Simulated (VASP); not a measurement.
Data:

```
CELL_PARAMETERS angstrom
      3.19186     0.00000     0.00000
     -1.59593     2.76423     0.00000
      0.00000     0.00000    12.44931
ATOMIC_POSITIONS crystal
  Mo 0.66667 0.33333 0.75000
  Mo 0.33333 0.66667 0.25000
  S  0.66667 0.33333 0.37900
  S  0.33333 0.66667 0.87900
  S  0.33333 0.66667 0.62100
  S  0.66667 0.33333 0.12100
```

Method: optB88-vdW, VASP's PBE PAW potentials (set 64) (plane waves; VASP 6.6.1). Numerical set-up: PREC = Normal, EDIFF = 1E-5, 400 eV cut-off, 11×11×3 Γ-centred mesh, Gaussian smearing of 0.050 eV, potentials Mo_sv S.

Q: The ions are relaxed. What does this cell relax into?

A: 
```
CELL_PARAMETERS angstrom
      3.19186     0.00000     0.00000
     -1.59593     2.76423     0.00000
      0.00000     0.00000    12.44931
ATOMIC_POSITIONS crystal
  Mo 0.66667 0.33333 0.75000
  Mo 0.33333 0.66667 0.25000
  S  0.66667 0.33333 0.37612
  S  0.33333 0.66667 0.87612
  S  0.33333 0.66667 0.62388
  S  0.66667 0.33333 0.12388
```
Space group P6_3/mmc (194), at a tolerance of 0.03 Å.

Q: How much energy does the relaxation gain?

A: The energy (σ→0) changes by -7.9 meV/atom, in 3 ionic steps.

The compound is MoS2 in the 2H layered structure. This run relaxes the ions in a fixed cell. Symmetry was kept, so distortions that lower it aren't found.
